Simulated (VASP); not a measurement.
Input:

```yaml
crystal:
  lattice:
    - [0.00000, 2.18514, 2.18514]
    - [2.18514, 0.00000, 2.18514]
    - [2.18514, 2.18514, 0.00000]
  atoms:
    - { symbol: C, position: [0.00000, 0.00000, 0.00000] }
    - { symbol: W, position: [0.50000, 0.50000, 0.50000] }
```

These are r2SCAN meta-GGA, VASP's PBE PAW potentials (set 64) (plane waves; VASP 6.6.1) values and carry that method's errors. Settings: 520 eV cut-off, 16×16×16 Γ-centred mesh, tetrahedra with Blöchl corrections, potentials C W_sv.

Unless said otherwise, spin-orbit coupling is left out, though it shifts the bands of the heavy elements here.

**Question.** What does the run give for the energy per atom (σ→0), band gap (over mesh and band path) with the smallest direct gap where there is one?

**Answer.** 
| Quantity | Result |
|---|---|
| band gap (over mesh and band path) | none (metal, semimetal or under 0.01 eV) |
| energy per atom (σ→0) | -30.313 eV/atom |

Only differences to runs with the same potentials and settings are physical.

The structure was generated: WC was put into the rocksalt type (Fm-3m), which need not be its known phase. It was relaxed first, which changed the volume by -13 %. VASP warned that the highest band is occupied, so more bands are needed.
